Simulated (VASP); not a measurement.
Here is the system:

```
GdSe
1.0
    0.00000     2.88550     2.88550
    2.88550     0.00000     2.88550
    2.88550     2.88550     0.00000
Gd Se
1 1
Direct
  0.00000   0.00000   0.00000
  0.50000   0.50000   0.50000
```
Starting moments (μB, in the order of the record's atoms Gd Se): 7.0 0.0.

Computed with PBEsol GGA, VASP's PBE PAW potentials (set 64) (plane waves; VASP). Settings: 300 eV cut-off, 5×5×5 Γ-centred mesh, Gaussian smearing of 0.14 eV, potentials Gd Se.

The moments were started parallel, and other spin orders were not tried in this run.

Predict the cell moment, energy per atom (σ→0), band gap (on the k-mesh) with the smallest direct gap where there is one.

```
Quantity                                                    Result
------------------------  ----------------------------------------
band gap (on the k-mesh)  none (metal, semimetal or under 0.01 eV)
cell moment                                                6.80 μB
energy per atom (σ→0)                               -9.856 eV/atom
```

Give the moment on each site (PAW-sphere projection).

```
site  moment (μB)
----  -----------
Gd1          6.65
Se2         -0.03
```

The absolute energy has meaning only against runs of the same code, potentials and settings.

The structure comes from a measured GdSe entry of the Crystallography Open Database, whose conditions weren't checked. The cell was not relaxed at this level. The k-mesh is coarse (spacing up to 0.38 per Å, 2π included), so the numbers may not be converged in it.
